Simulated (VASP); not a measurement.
Consider the following.

```
CELL_PARAMETERS angstrom
      8.48696     0.00000     0.00000
      0.00000     8.48696     0.00000
      0.00000     0.00000     8.48696
ATOMIC_POSITIONS crystal
  Mg 0.50012 0.00015 0.99736
  Mg 0.74437 0.25578 0.99976
  Mg 0.75064 0.00002 0.24910
  Mg 0.00016 0.99994 0.99937
  Mg 0.25628 0.25594 0.00024
  Mg 0.74410 0.74390 0.99979
  Mg 0.24937 0.99992 0.24939
  Mg 0.50011 0.24341 0.24497
  Mg 0.75682 0.49982 0.24420
  Mg 0.49997 0.99993 0.50227
  Mg 0.74926 0.25088 0.50010
  Mg 0.74956 0.99985 0.75060
  Mg 0.00029 0.49978 0.99701
  Mg 0.25605 0.74398 0.00023
  Mg 0.00015 0.24919 0.24918
  Mg 0.24321 0.50000 0.24481
  Mg 0.49999 0.75666 0.24464
  Mg 0.99998 0.99991 0.50074
  Mg 0.25087 0.25086 0.50033
  Mg 0.49998 0.50013 0.50598
  Mg 0.74909 0.74898 0.49997
  Mg 0.25056 0.00000 0.75091
  Mg 0.50016 0.25523 0.75685
  Mg 0.74491 0.49996 0.75663
  Mg 0.99988 0.75061 0.24909
  Mg 0.99999 0.50000 0.50204
  Mg 0.25083 0.74912 0.50029
  Mg 0.00023 0.25032 0.75071
  Mg 0.25536 0.49994 0.75692
  Mg 0.49999 0.74476 0.75707
  Mg 0.00011 0.74949 0.75077
  O  0.74727 0.25289 0.24947
  O  0.00006 0.49989 0.25208
  O  0.00009 0.24996 0.49935
  O  0.25293 0.25284 0.24974
  O  0.74705 0.74684 0.24927
  O  0.99995 0.99992 0.25055
  O  0.50002 0.25163 0.49657
  O  0.74845 0.49995 0.49619
  O  0.99994 0.74993 0.49928
  O  0.74931 0.25076 0.75018
  O  0.00019 0.49992 0.74763
  O  0.00021 0.24827 0.00049
  O  0.25285 0.74716 0.24963
  O  0.50008 0.00003 0.25233
  O  0.25152 0.50006 0.49660
  O  0.49998 0.74846 0.49649
  O  0.74995 0.99989 0.49920
  O  0.25104 0.25084 0.75047
  O  0.50011 0.50002 0.73963
  O  0.74915 0.74906 0.75023
  O  0.00012 0.99989 0.74951
  O  0.50032 0.23681 0.00206
  O  0.76372 0.49986 0.00147
  O  0.00019 0.75154 0.00054
  O  0.25003 0.99992 0.49948
  O  0.25095 0.74917 0.75051
  O  0.50004 0.00009 0.74788
  O  0.23684 0.49987 0.00203
  O  0.50004 0.76349 0.00197
  O  0.75166 0.99992 0.00048
  O  0.24863 0.00019 0.00080
  F  0.49968 0.50000 0.26256
```
Cell charge +1.

All values below come from PBE GGA, VASP's PBE PAW potentials (set 64) (plane waves; VASP). Settings: PREC = Normal, LREAL = Auto, ISYM = 0, NELECT = 254.0, 400 eV cut-off, 1×1×1 Γ-centred mesh, Gaussian smearing of 0.050 eV, potentials Mg O F. Starting moments (MAGMOM): 63*0.0317. The cell's moment is fixed (NUPDOWN = 2).

At this cut-off the stress carries a Pulay error, which pulls relaxed volumes low. The cell is charged, with a uniform compensating background.  The supercell is sampled at Γ alone, which is coarse: total energies, pressure and levels can be off, energies of defects by several tenths of an eV.

What does the run give for the cell moment, energy per atom (σ→0), pressure?

| Quantity | Value |
|---|---|
| cell moment | 2.00 μB |
| energy per atom (σ→0) | -5.944 eV/atom |
| pressure | -6.48 GPa |

Give the moment on each site (PAW-sphere projection).

```json
[
 {"site": "Mg1", "moment (μB)": "0.00"},
 {"site": "Mg2", "moment (μB)": "0.00"},
 {"site": "Mg3", "moment (μB)": "0.00"},
 {"site": "Mg4", "moment (μB)": "0.00"},
 {"site": "Mg5", "moment (μB)": "0.00"},
 {"site": "Mg6", "moment (μB)": "0.00"},
 {"site": "Mg7", "moment (μB)": "0.00"},
 {"site": "Mg8", "moment (μB)": "0.00"},
 {"site": "Mg9", "moment (μB)": "0.00"},
 {"site": "Mg10", "moment (μB)": "0.00"},
 {"site": "Mg11", "moment (μB)": "0.00"},
 {"site": "Mg12", "moment (μB)": "0.00"},
 {"site": "Mg13", "moment (μB)": "0.00"},
 {"site": "Mg14", "moment (μB)": "0.00"},
 {"site": "Mg15", "moment (μB)": "0.00"},
 {"site": "Mg16", "moment (μB)": "0.00"},
 {"site": "Mg17", "moment (μB)": "0.00"},
 {"site": "Mg18", "moment (μB)": "0.00"},
 {"site": "Mg19", "moment (μB)": "0.00"},
 {"site": "Mg20", "moment (μB)": "0.00"},
 {"site": "Mg21", "moment (μB)": "0.00"},
 {"site": "Mg22", "moment (μB)": "0.00"},
 {"site": "Mg23", "moment (μB)": "0.00"},
 {"site": "Mg24", "moment (μB)": "0.00"},
 {"site": "Mg25", "moment (μB)": "0.00"},
 {"site": "Mg26", "moment (μB)": "0.00"},
 {"site": "Mg27", "moment (μB)": "0.00"},
 {"site": "Mg28", "moment (μB)": "0.00"},
 {"site": "Mg29", "moment (μB)": "0.00"},
 {"site": "Mg30", "moment (μB)": "0.00"},
 {"site": "Mg31", "moment (μB)": "0.00"},
 {"site": "O32", "moment (μB)": "0.03"},
 {"site": "O33", "moment (μB)": "0.06"},
 {"site": "O34", "moment (μB)": "0.03"},
 {"site": "O35", "moment (μB)": "0.03"},
 {"site": "O36", "moment (μB)": "0.03"},
 {"site": "O37", "moment (μB)": "0.02"},
 {"site": "O38", "moment (μB)": "0.05"},
 {"site": "O39", "moment (μB)": "0.05"},
 {"site": "O40", "moment (μB)": "0.03"},
 {"site": "O41", "moment (μB)": "0.04"},
 {"site": "O42", "moment (μB)": "0.05"},
 {"site": "O43", "moment (μB)": "0.07"},
 {"site": "O44", "moment (μB)": "0.03"},
 {"site": "O45", "moment (μB)": "0.06"},
 {"site": "O46", "moment (μB)": "0.05"},
 {"site": "O47", "moment (μB)": "0.05"},
 {"site": "O48", "moment (μB)": "0.03"},
 {"site": "O49", "moment (μB)": "0.04"},
 {"site": "O50", "moment (μB)": "0.14"},
 {"site": "O51", "moment (μB)": "0.04"},
 {"site": "O52", "moment (μB)": "0.03"},
 {"site": "O53", "moment (μB)": "0.11"},
 {"site": "O54", "moment (μB)": "0.11"},
 {"site": "O55", "moment (μB)": "0.07"},
 {"site": "O56", "moment (μB)": "0.03"},
 {"site": "O57", "moment (μB)": "0.04"},
 {"site": "O58", "moment (μB)": "0.05"},
 {"site": "O59", "moment (μB)": "0.11"},
 {"site": "O60", "moment (μB)": "0.11"},
 {"site": "O61", "moment (μB)": "0.07"},
 {"site": "O62", "moment (μB)": "0.07"},
 {"site": "F63", "moment (μB)": "0.00"}
]
```

The cell is a supercell with a defect, built from MgO (rock salt): F_O-vac_Mg, charge +1.
